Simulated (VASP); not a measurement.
All values below come from PBEsol GGA, VASP's PBE PAW potentials (set 64) (plane waves; VASP).

Input for VASP

### POSCAR
```
SiC
1
    0.0000000000     2.1648040000     2.1648040000
    2.1648040000     0.0000000000     2.1648040000
    2.1648040000     2.1648040000     0.0000000000
Si C
1 1
Direct
  0.2500000000   0.2500000000   0.2500000000
  0.0000000000   0.0000000000   0.0000000000
```

INCAR:
```
# general
SYSTEM=SiC
PREC  =Accurate
ENCUT =200
LREAL =F   # projection in real space or not
LASPH =T   # aspherical one-centre terms

# electronic loop
EDIFF =1E-6
NELM  =100
ALGO  =Normal   # blocked Davidson

# smearing
ISMEAR=1
SIGMA =0.136   # width (eV)

# functional
GGA   =PS   # PBEsol

# ions
ISIF  =2

# output
LWAVE =F
LCHARG=F
```

KPOINTS:
```
kpoints
0
Gamma
 8 8 8
```

POTCAR, in this order: Si C (PBE.64 set). Program: vasp_std.

Task: What will the output report for the number of irreducible k-points (NKPTS), largest plane-wave count, number of space-group operations, FFT grid (NGX, NGY, NGZ)?

Result: 
The number of irreducible k-points (NKPTS) comes out as 29, the largest plane-wave count comes out as 138 and the number of space-group operations comes out as 24. The FFT grid (NGX, NGY, NGZ) is 14 × 14 × 14.

The structure comes from a computed database's SiC entry; how it stands against other phases isn't given here. The cell was not relaxed at this level. The run is one of a series of settings (ENCUT = 200, ISMEAR = 1, SIGMA = 0.136, KPOINTS 8×8×8 Γ-centred mesh against the base run), some of them coarse on purpose.
